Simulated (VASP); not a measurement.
```xyz
5
Lattice="3.9951 0.0000 0.0000 0.0000 3.9951 0.0000 0.0000 0.0000 3.9951" Properties=species:S:1:pos:R:3 pbc="T T T"
K      0.0000     0.0000     0.0000
Zn     1.9976     1.9976     1.9976
F      1.9976     0.0000     1.9976
F      0.0000     1.9976     1.9976
F      1.9976     1.9976     0.0000
```

Method: optB86b-vdW, VASP's PBE PAW potentials (set 64) (plane waves; VASP). Run with 520 eV cut-off, 6×6×6 Γ-centred mesh, Gaussian smearing of 0.050 eV, potentials K_sv Zn F.

Question: Give the stress tensor in GPa (positive for a compressed cell).

Answer: 
```
5.60  0.00  0.00
0.00  5.60  0.00
0.00  0.00  5.60
```
The pressure is its mean diagonal, 5.60 GPa.

The compound is KZnF3 in the cubic perovskite structure. This cell is one point of a volume scan, at 0.94 of the reference volume.
